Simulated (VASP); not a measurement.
Given:

```
CdS
1.0
    2.07340    -3.59123     0.00000
    2.07340     3.59123     0.00000
    0.00000     0.00000     6.73901
Cd S
2 2
Direct
  0.66667   0.33333   0.50001
  0.33333   0.66667   0.00001
  0.66667   0.33333   0.87699
  0.33333   0.66667   0.37699
```

Computed with AM05 GGA, VASP's PBE PAW potentials (set 64) (plane waves; VASP 6.6.1). Numerical set-up: 520 eV cut-off, 7×7×4 Γ-centred mesh, tetrahedra with Blöchl corrections, potentials Cd S.

The cores are frozen, which limits the accuracy of field gradients.

Q: Give the principal components of the electric field gradient (V/Å²) and the asymmetry η at each nucleus.

A: 
```csv
atom,Vxx,Vyy,Vzz,η
Cd1,-2.0,-2.0,3.9,0.00
Cd2,-2.0,-2.0,3.9,0.00
S3,0.2,0.2,-0.4,-
S4,0.2,0.2,-0.4,-
```

The compound is CdS in the wurtzite structure. It was relaxed first.
